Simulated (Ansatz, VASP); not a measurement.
**ZrSnGe (ZrSnGe in the AlB2 type) in two plane-wave programs**

Aim: how closely do two programs agree when they are given the same cell, functional and k mesh? The cell is generated by rule, not measured, and may not be a known phase. The cell is taken from a series of runs on this material, whose earlier steps may have relaxed, scaled, displaced or heated it; both programs get it as it stands.

Calculated with Ansatz 0.2.0; plane waves, with VASP 6.6.1 beside it; relaxation of cell and atoms at PBE and zone-centre phonons at PBE.

## (1) Starting point

Symmetry: P-6m2, No. 187, hexagonal system. Conventional cell: a = 5.017 Å, b = 5.017 Å, c = 2.950 Å, α = 90.00°, β = 90.00°, γ = 120.00°. Zr has 2 Zr at 2.95 Å and 6 Sn at 3.25 Å and 6 Ge at 3.25 Å nearest. Nearest to Ge lie 3 Sn at 2.90 Å and 2 Ge at 2.95 Å and 6 Zr at 3.25 Å. Nearest to Sn lie 3 Ge at 2.90 Å and 2 Sn at 2.95 Å and 6 Zr at 3.25 Å. Farther neighbours are not listed.

## (2) Ansatz: relaxation of cell and atoms, PBE, pair 1

Ansatz runs on its PAW soft_1 files.

The relaxed volume is the usual yardstick between codes: in a stiff, nearly cubic crystal its relative difference is about their pressure difference at one cell divided by the bulk modulus.

input.yaml

```yaml
crystal:
  lattice:
    - [5.0171014011, 3.3597e-06, 0.0]
    - [-2.5085536101, 4.3449355869, 0.0]
    - [0.0, 0.0, 2.950144644]
  atoms:
    - { symbol: Zr, position: [0.0, 0.0, 0.0] }
    - { symbol: Ge, position: [0.3333333333, 0.6666666667, 0.5] }
    - { symbol: Sn, position: [0.6666666667, 0.3333333333, 0.5] }
kpoints:
  mp_grid: { grid: [6, 6, 10] }
hamiltonian:
  xc: pbe
  pseudopotentials: { kind: paw, azcp: { folder: soft_1 } }
scf:
  occupations: { method: methfessel_paxton, width: 0.2 }
output:
  forces: true
  stress: true
  eigenvalues: true
relax:
  adjacent_minimum: "off"
  f_tol: 0.001
  max_steps: 60
  cell: { stress_tol: 0.01 }
```

Started as:

```
ansatz run input.yaml --threads 4 --pin off --max-ram 12288MiB --backend cpu --events-out ev --progress --plain --runs-dir out
```

Numbers of over 12 decimals in the logs are rounded to 6 here.

The log of the run:

```text
Engine: ansatz 0.2.0, x86_64-unknown-linux-gnu
Pseudopotentials: kind: paw
Pseudopotential: Zr, paw, valence charge 12, recommended cutoff 420 eV (normal), soft_1/Zr.paw.azcp
Pseudopotential: Ge, paw, valence charge 14, recommended cutoff 420 eV (normal), soft_1/Ge.paw.azcp
Pseudopotential: Sn, paw, valence charge 14, recommended cutoff 420 eV (normal), soft_1/Sn.paw.azcp
Functional definition: PBE
  parameter kappa = 0.804
  parameter beta = 0.066725
  exchange = pbe_x(kappa = kappa, mu = beta*pi^2/3)
  correlation = pbe_c(beta = beta)
Crystal: 3 atoms, lattice volume = 64.310 Å³
Basis set: ecut = 420 eV, 1263 PW (Γ), exchange–correlation on 72×72×40 points (8 copies of the dense FFT grid, shifted against one another)
Bands: 24, of which v1, the nominal top of the filled ones, is band 20 counted from 1 (19 counted from 0)
Symmetry: 12 space group operations
Space group: P-6m2 (ITA 187), of the structure as read, at distance tolerance 4.0e-5 Å
k-points: 42 of 360 (time reversal used)
Non-local potential: Zr, projectors of the file, l = 0: 3, l = 1: 2, l = 2: 2, l = 3: 1
Non-local potential: Ge, projectors of the file, l = 0: 2, l = 1: 2, l = 2: 3, l = 3: 1
Non-local potential: Sn, projectors of the file, l = 0: 2, l = 1: 2, l = 2: 2, l = 3: 1
PAW form: soft (Blöchl's): semilocal exchange-correlation on the pseudo side does not see the compensation charge
PAW one-centre angular grid: Zr, 590 points (default); XC on 64 Gauss nodes
PAW one-centre angular grid: Ge, 590 points (default); XC on 64 Gauss nodes
PAW one-centre angular grid: Sn, 590 points (default); XC on 64 Gauss nodes
Initial density: superposition of atomic densities (chi_scale 0.1, normalization cell, long waves kept (reshape's long-wave potential 0.00 eV rms))
Initial wavefunctions: pseudopotential atomic-orbital guess
Functional: x = pbe(κ = 0.804, μ = 0.219515), c = pbe(β = 0.066725)
SCF iter   1: F=—  HF=-14505.327382 eV  |F-HF|=—  |Δ(HF+E_count)|=         —  Δρ=6.19e-2  dr2=8.69e0  ethr=3.10e-3  ⟨swp⟩=5.6  Hψ=4581  notcnv=0
preconditioner: auto → none  [insulator: Δε(μ)=0.145 eV  Ē_g=15.778 eV  σ=0.200 eV  W_gap=0.57  n_scr=14 (ndim 8)  ℏωp=26.2 eV  f_vac=0.000  D(μ)=0.90/eV (n_scr^D=6)  ε∞_Penn≈3.8]
SCF iter   2: F=—  HF=-14503.483869 eV  |F-HF|=—  |Δ(HF+E_count)|=    1.84e0  S|Δr|=    0.00e0  Δρ=1.31e-2  dr2=5.04e-2  ethr=3.10e-3  ⟨swp⟩=5.6  Hψ=7464  notcnv=0
automatic band count: the SCF goes on with 28 bands, as 24 were too few: the levels above may hold too much charge
SCF iter   3: F=—  HF=-14503.487366 eV  |F-HF|=—  |Δ(HF+E_count)|=   3.50e-3  S|Δr|=    0.00e0  Δρ=6.45e-3  dr2=1.12e-2  ethr=1.26e-4  ⟨swp⟩=2.0  Hψ=1733  notcnv=0
SCF iter   4: F=—  HF=-14503.495218 eV  |F-HF|=—  |Δ(HF+E_count)|=   7.85e-3  S|Δr|=    0.00e0  Δρ=2.02e-3  dr2=1.40e-3  ethr=2.81e-5  ⟨swp⟩=2.0  Hψ=1754  notcnv=0
SCF iter   5: F=—  HF=-14503.495134 eV  |F-HF|=—  |Δ(HF+E_count)|=   8.44e-5  S|Δr|=    0.00e0  Δρ=2.29e-4  dr2=2.53e-5  ethr=3.50e-6  ⟨swp⟩=2.0  Hψ=1756  notcnv=0
SCF iter   6: F=—  HF=-14503.495148 eV  |F-HF|=—  |Δ(HF+E_count)|=   1.36e-5  S|Δr|=    0.00e0  Δρ=5.09e-5  dr2=1.71e-6  ethr=6.33e-8  ⟨swp⟩=2.0  Hψ=1805  notcnv=0
SCF iter   7: F=-14503.495147 eV  HF=-14503.495147 eV  |F-HF|=1.78e-8  |Δ(HF+E_count)|=   6.30e-7  S|Δr|=    0.00e0  Δρ=7.44e-6  dr2=3.01e-8  ethr=2.50e-10  ⟨swp⟩=7.7  Hψ=5852  notcnv=0
SCF 1 converged in 7 iterations: F = -14503.495147 eV  dr2 = 3.01e-8
  greatest PAW one-centre occupation: 0.998 electrons in one spin orbital (limit 2), on the Ge atom at site 1 (counted from 0), in its partial waves of l = 2
relax step   1: F+E_penalty+E_count = -14503.49514686 eV  Δ(F+E_penalty+E_count) = +0.000e0 eV  max|allowed force component| = 2.313e-16 eV/Å  Δτ_max = 0.0000 Å  P = +0.069 GPa  Ω = 64.310 Å³  (7 SCF iters, dr2 threshold 1.00e-7 eV, accepted)
[...]
relax step   2: F+E_penalty+E_count = -14503.49518266 eV  Δ(F+E_penalty+E_count) = -3.580e-5 eV  max|allowed force component| = 1.357e-16 eV/Å  Δτ_max = 0.0000 Å  P = -0.084 GPa  Ω = 64.409 Å³  energy of the carried Pulay correction = -9.485e-6 eV  (5 SCF iters, dr2 threshold 1.67e-7 eV, accepted)
[...]
relax step   3: F+E_penalty+E_count = -14503.49522231 eV  Δ(F+E_penalty+E_count) = -3.965e-5 eV  max|allowed force component| = 3.362e-16 eV/Å  Δτ_max = 0.0000 Å  P = +0.013 GPa  Ω = 64.341 Å³  energy of the carried Pulay correction = -2.713e-6 eV  (4 SCF iters, dr2 threshold 8.27e-8 eV, accepted)
[...]
relax step   4: F+E_penalty+E_count = -14503.49522167 eV  Δ(F+E_penalty+E_count) = +6.323e-7 eV  max|allowed force component| = 3.331e-16 eV/Å  Δτ_max = 0.0000 Å  P = -0.002 GPa  Ω = 64.352 Å³  energy of the carried Pulay correction = -3.912e-6 eV  (5 SCF iters, dr2 threshold 7.15e-10 eV, accepted)
[...]
relax step   5: F+E_penalty+E_count = -14503.49522688 eV  Δ(F+E_penalty+E_count) = -5.204e-6 eV  max|allowed force component| = 3.608e-16 eV/Å  Δτ_max = 0.0000 Å  P = -0.002 GPa  Ω = 64.352 Å³  stress off target by 2.97e-3 GPa  SCF on the basis re-selected at this cell (its energy is not comparable with the rows above)  (5 SCF iters)
basis re-selected at this cell: Δ(F+E_penalty+E_count) = -5.204e-6 eV, ΔP = +0.000 GPa vs the last step (what re-selecting the basis moved, of the pressure what is left beyond the Pulay correction that the steps carried, after the strain that the cell walked since its last selection, with what the two solves' SCF thresholds leave and, on support functions, any second-order correction that the steps lacked; it is no m [...]
SCF converged after 5 iterations
Stability not checked: this state was not tested for a lower state beside it, because cold or Methfessel-Paxton smearing, or corrected tetrahedra, fill the levels in a way that the test cannot read (fill_not_monotonic; see scf.lower_state_search)
Free energy (F): -14503.495227 eV
Harris-Foulkes:  -14503.495227 eV  (|F-HF|=1.82e-12)
Internal energy: -14503.499041 eV  (E = F + TS)
E sigma→0 (E₀):  -14503.496180 eV
Entropy (-TS):   0.003814 eV (1.271 meV/atom)
Fermi energy:    13.251875 eV
Step filling:    the computed levels leave a gap of 0.0398 eV = 0.2 smearing widths at the electron count; against every level under it full and every level over it empty, smearing changes F+E_penalty+E_count by +1.983 meV and its σ→0 estimate by +1.029 meV
--- Per-component energies (eV) ---
  E_band       = -241.195426
  E_kinetic    = 577.196239
  E_local      = -3433.353631  (includes V_loc(G=0)·N_el)
  E_nonlocal   = 435.515051
  E_hartree    = 1607.021076
  E_xc         = -353.066941
  E_vxc        = -329.327886  (∫ρ·V_xc dr)
  E_paw        = -9344.521251  (= ΣΔE_a)
  E_vpaw       = -705.267639  (= ΣTr[D̂ρ^β])
  E_aug_tail   = 0.000294  (compensation charges beyond the density's cutoff)
  E_ewald      = -3992.289877
  E_smearing   = 0.003814  (= −TS)
  E_closure    = -0.000000  (closes the sum)
  Σ components = -14503.495227   (vs F -14503.495227, Δ=0.00e0)
--- Forces (eV/Å), atoms counted from 1 ---
  atom   1  Zr     0.00000000    -0.00000000    -0.00000000
  atom   2  Ge     0.00000000    -0.00000000    -0.00000000
  atom   3  Sn    -0.00000000     0.00000000     0.00000000
  max |Σ_I F_I| component: 2.78e-17 eV/Å
--- Stress (GPa, compression-positive) ---
       -0.002969      -0.000000       0.000000
       -0.000000      -0.002969      -0.000000
        0.000000      -0.000000       0.001068
  P = ⅓ Tr σ = -0.0016 GPa (-0.016 kbar)
--- Band table (eV; the first three rows and the last of 42) ---
  k-point 0: bands = [... 16 lower, 9.0742, 9.0742, 11.5025, 13.0945, 13.0945, 16.5653, 16.5653, 17.1521, ... 4 higher]
  k-point 1: bands = [... 16 lower, 9.2482, 9.2482, 11.8560, 12.9313, 12.9313, 16.3319, 16.6010, 16.6010, ... 4 higher]
  k-point 2: bands = [... 16 lower, 9.7615, 9.7615, 12.3317, 12.4840, 12.4840, 14.5747, 16.5987, 16.5987, ... 4 higher]
  k-point 41: bands = [... 16 lower, 9.4649, 9.6890, 10.8514, 12.9319, 13.6103, 13.6639, 15.1491, 15.2328, ... 4 higher]
--- Relaxed structure (4 steps of the walk, 4 accepted, 1 SCFs on fresh bases) ---
  F+E_penalty+E_count = -14503.49522688 eV   max|allowed force component| = 3.608e-16 eV/Å   (the final SCF, on the basis selected at the relaxed cell)
  cell:  # Å, volume = 64.3523 Å³
    - [5.015159, 3.3583786925942356e-6, 0]
    - [-2.507582, 4.343253, 0]
    - [0, 0, 2.954364]
  atoms:
    - { symbol: Zr, position: [0, 0, 0] }
    - { symbol: Ge, position: [0.333333, 0.666667, 0.5] }
    - { symbol: Sn, position: [0.666667, 0.333333, 0.5] }
```

## (3) VASP: relaxation of cell and atoms, PBE, pair 1

The same cell, functional, mesh and smearing now go to VASP, with its own data sets.

Lines of VASP's logs that name or quote its potential files are left out, and so is its time.

INCAR

```
SYSTEM = ZrSnGe
PREC = Accurate
ENCUT = 500
EDIFF = 1E-07
NELM = 120
ISMEAR = 1
SIGMA = 0.2
LREAL = .FALSE.
ALGO = Normal
GGA = PE
NBANDS = 26
LASPH = .TRUE.
LORBIT = 11
LWAVE = .FALSE.
LCHARG = .FALSE.
ISIF = 3
IBRION = 2
NSW = 80
EDIFFG = -0.005
GGA_COMPAT = .FALSE.
NELMIN = 4
KPAR = 2
```

POSCAR

```
ZrSnGe
1.0
    5.0171010000      0.0000030000      0.0000000000
   -2.5085540000      4.3449360000      0.0000000000
    0.0000000000      0.0000000000      2.9501450000
Zr Ge Sn
1 1 1
Direct
    0.0000000000      0.0000000000      0.0000000000
    0.3333333333      0.6666666667      0.5000000000
    0.6666666667      0.3333333333      0.5000000000
```

KPOINTS

```
Automatic mesh
0
Gamma
6 6 10
0 0 0
```

Potentials, in the order of the species: Zr_sv, Ge_d and Sn_d (PBE family, release 64).

Started as:

```
mpirun -np 2 vasp_std
```

The log of the run:

```text
[banner, memory and clock lines left out]
running    2 mpi-ranks, on    1 nodes
 distrk:  each k-point on    1 cores,    2 groups
 distr:  one band on    1 cores,    1 groups

 POSCAR found type information on POSCAR ZrGeSn
 POSCAR found :  3 types and       3 ions
 LDA part: xc-table for (Slater+PW92), standard interpolation
 POSCAR, INCAR and KPOINTS ok, starting setup
 FFT: planning ... GRIDC
 FFT: planning ... GRID_SOFT
 FFT: planning ... GRID
 WAVECAR not read
 entering main loop
       N       E                     dE             d eps       ncg     rms          rms(c)
DAV:   1     0.387134648606E+03    0.38713E+03   -0.20273E+04  2414   0.314E+03
DAV:   2     0.347325271417E+02   -0.35240E+03   -0.34519E+03  2216   0.647E+02
DAV:   3    -0.147723902746E+02   -0.49505E+02   -0.48461E+02  2490   0.186E+02
DAV:   4    -0.178047503276E+02   -0.30324E+01   -0.30050E+01  3512   0.430E+01
DAV:   5    -0.178846953298E+02   -0.79945E-01   -0.79901E-01  3042   0.641E+00    0.987E+00
DAV:   6    -0.173140821910E+02    0.57061E+00   -0.23968E+00  2952   0.708E+00    0.378E+00
DAV:   7    -0.172492992077E+02    0.64783E-01   -0.28292E-01  2860   0.393E+00    0.187E+00
DAV:   8    -0.172354287050E+02    0.13871E-01   -0.51586E-02  2662   0.158E+00    0.340E-01
DAV:   9    -0.172352576126E+02    0.17109E-03   -0.49804E-03  2950   0.724E-01    0.104E-01
DAV:  10    -0.172352725742E+02   -0.14962E-04   -0.46882E-04  3136   0.161E-01    0.291E-02
DAV:  11    -0.172352666650E+02    0.59092E-05   -0.58999E-05  2828   0.884E-02    0.789E-03
DAV:  12    -0.172352664839E+02    0.18118E-06   -0.36113E-06  3008   0.144E-02    0.448E-03
DAV:  13    -0.172352661869E+02    0.29697E-06   -0.64156E-07  2658   0.101E-02    0.868E-04
DAV:  14    -0.172352662325E+02   -0.45582E-07   -0.36449E-08  1372   0.180E-03
   1 F= -.17235266E+02 E0= -.17236566E+02  d E =-.172353E+02
[...]
2 F= -.17235337E+02 E0= -.17236604E+02  d E =-.704486E-04
[...]
3 F= -.17235339E+02 E0= -.17236610E+02  d E =-.723881E-04
 curvature:  -0.43 expect dE=-0.549E-05 dE for cont linesearch -0.935E-10
 trial: gam= 0.07577 g(F)=  0.464E-44 g(S)=  0.127E-04 ort =-0.192E-06 (trialstep = 0.972E+00)
 search vector abs. value=  0.136E-04
 bond charge predicted
       N       E                     dE             d eps       ncg     rms          rms(c)
DAV:   1    -0.172355239261E+02   -0.18533E-03   -0.41835E-03  2668   0.799E-01    0.879E-02
DAV:   2    -0.172353785112E+02    0.14541E-03   -0.38008E-04  2852   0.212E-01    0.368E-02
DAV:   3    -0.172353424464E+02    0.36065E-04   -0.82611E-05  3346   0.103E-01    0.139E-02
DAV:   4    -0.172353408968E+02    0.15497E-05   -0.96890E-06  3612   0.206E-02    0.895E-03
DAV:   5    -0.172353425543E+02   -0.16575E-05   -0.20847E-06  2998   0.137E-02    0.193E-03
DAV:   6    -0.172353426903E+02   -0.13596E-06   -0.32882E-07  2016   0.652E-03    0.887E-04
DAV:   7    -0.172353427519E+02   -0.61687E-07   -0.30389E-08  1176   0.161E-03
   4 F= -.17235343E+02 E0= -.17236611E+02  d E =-.413141E-05
 trial-energy change:   -0.000004  1 .order   -0.000003   -0.000012    0.000006
 step:   0.7151(harm=  0.6577)  dis= 0.00000  next Energy=   -17.235344 (dE=-0.489E-05)
 reached required accuracy - stopping structural energy minimisation
```

OUTCAR, selected parts (step 3):

```text
ion  position               nearest neighbor table
   1  0.000  0.000  0.000-   3 3.25   3 3.25   2 3.25   2 3.25   2 3.25   3 3.25   2 3.25   3 3.25
                             3 3.25   3 3.25   2 3.25   2 3.25
   2  0.333  0.667  0.500-   3 2.90   3 2.90   3 2.90   1 3.25   1 3.25   1 3.25   1 3.25   1 3.25
                             1 3.25
   3  0.667  0.333  0.500-   2 2.90   2 2.90   2 2.90   1 3.25   1 3.25   1 3.25   1 3.25   1 3.25
                             1 3.25

  LATTYP: Found a hexagonal cell.
 ALAT       =     5.0171010000
 C/A-ratio  =     0.5880178613

 Subroutine GETGRP returns: Found 12 space group operations
 (whereof 12 operations were pure point group operations)

The static configuration has the point symmetry D_3h.

 Found     42 irreducible k-points:

   k-points           NKPTS =     42   k-points in BZ     NKDIM =     42   number of bands    NBANDS=     26

   dimension x,y,z NGX =    40 NGY =   40 NGZ =   24
   dimension x,y,z NGXF=    80 NGYF=   80 NGZF=   48

   ENCUT  =  500.0 eV  36.75 Ry    6.06 a.u.   9.15  9.15  5.38*2*pi/ulx,y,z

   NELECT =      40.0000    total number of electrons

 k-points in reciprocal lattice and weights: Automatic mesh
   0.00000000  0.00000000  0.00000000       0.003
   0.16666667 -0.00000000  0.00000000       0.017
   0.33333333  0.00000000  0.00000000       0.017
   0.50000000 -0.00000000  0.00000000       0.008
   0.16666667  0.16666667  0.00000000       0.017
   0.33333333  0.16666667  0.00000000       0.033
   0.33333333  0.33333333  0.00000000       0.006
   0.00000000  0.00000000  0.10000000       0.006
   0.16666667 -0.00000000  0.10000000       0.033
[...]
0.33333333  0.16666667  0.50000000       0.033
   0.33333333  0.33333333  0.50000000       0.006

 average (electrostatic) potential at core
       1 -75.0454       2 -70.2156       3 -97.9933

 E-fermi :   9.0198

 k-point     1 :       0.0000    0.0000    0.0000
  band No.  band energies     occupation
    ...
     17       4.8401      2.00000
     18       4.8401      2.00000
     19       7.2701      2.00000
     20       8.8621      1.97430
     21       8.8621      1.97430
     22      12.3345     -0.00000
     23      12.3345     -0.00000
     24      12.9219     -0.00000
     25      12.9219     -0.00000
     26      13.3462      0.00000

 k-point     2 :       0.1667   -0.0000    0.0000
  band No.  band energies     occupation
    ...
     17       4.8670      2.00000
     18       5.9725      2.00000
     19       7.0452      2.00000
     20       8.5818      2.00825
     21       8.7763      2.07090
     22      12.1055     -0.00000
     23      12.3266     -0.00000
     24      12.9956     -0.00000
     25      13.2246      0.00000
     26      14.4821      0.00000

 k-point     3 :       0.3333    0.0000    0.0000
  band No.  band energies     occupation
    ...
     16       0.6956      2.00000
     17       4.9245      2.00000
     18       5.7175      2.00000
     19       7.9341      2.00000
     20       8.6037      2.01221
     21       9.2267     -0.05669
     22      11.8236     -0.00000
     23      12.3107     -0.00000
     24      12.7938     -0.00000
     25      14.0961      0.00000
    ...

  Total        0.0093787      0.0093787      0.0046092     -0.0000000     -0.0000000      0.0000000
  in kB        0.2335658      0.2335659      0.1147883     -0.0000000     -0.0000000      0.0000000
  external PRESSURE =       0.1939733 kB  Pullay stress =       0.0000000 kB

  energy-cutoff  :      500.00
  volume of cell :       64.33
      direct lattice vectors                 reciprocal lattice vectors
     5.014469008  0.000002999  0.000000000     0.199422841  0.115137016 -0.000000000
    -2.507238001  4.342656627 -0.000000000    -0.000000138  0.230273710  0.000000000
     0.000000000 -0.000000000  2.954345010    -0.000000000  0.000000000  0.338484502

 POSITION                                       TOTAL-FORCE (eV/Angst)
 -----------------------------------------------------------------------------------
      0.00000      0.00000      0.00000         0.000000      0.000000      0.000000
     -0.00000      2.89511      1.47717        -0.000000     -0.000000     -0.000000
      2.50723      1.44755      1.47717         0.000000     -0.000000      0.000000
 -----------------------------------------------------------------------------------
    total drift:                                0.000001      0.000003      0.000000

  FREE ENERGIE OF THE ION-ELECTRON SYSTEM (eV)
  ---------------------------------------------------
  free  energy   TOTEN  =       -17.2353427519 eV

  energy  without entropy=      -17.2391462819  energy(sigma->0) =      -17.23661060

 reached required accuracy - stopping structural energy minimisation

 total charge
# of ion       s       p       d       tot
------------------------------------------
    1        2.158   5.947   1.675   9.780
    2        1.208   1.019  10.017  12.244
    3        1.175   1.178  10.021  12.375
--------------------------------------------------
tot          4.540   8.145  21.714  34.399

[... 3 further parts left out ...]
```

The run keeps the 12 symmetry operations of its start, so it cannot find a distortion of lower symmetry.

## (4) Differences

Known differences besides the potentials themselves: the cutoff is 420 eV in Ansatz and 500 eV in VASP; Ansatz adds a Pulay correction to the stress that steers its cell, VASP none. Total energies have different zeros and are not compared.

Compared:

| quantity | Ansatz | VASP | difference |
| --- | --- | --- | --- |
| volume (Å³) | 64.35 | 64.33 | +0.03 % |
| edge a after relaxation, in the typed setting (Å) | 5.015 | 5.014 | +0.01 % |
| edge c after relaxation, in the typed setting (Å) | 2.954 | 2.954 | +0.00 % |

[end of part 1 of 2]

[Lines on the potential files, build, host, timing and source positions are cut from VASP's logs without a mark.]

[Logs are printed without paths, hosts, clocks, repeated set-up lines and the standing remarks that a program may print on its own settings, such as how far it seeks lower states.]

[Hosts, paths, dates, database ids (printed as entryN), source tags and the programs' standing remarks are cut or masked in the printed files.]
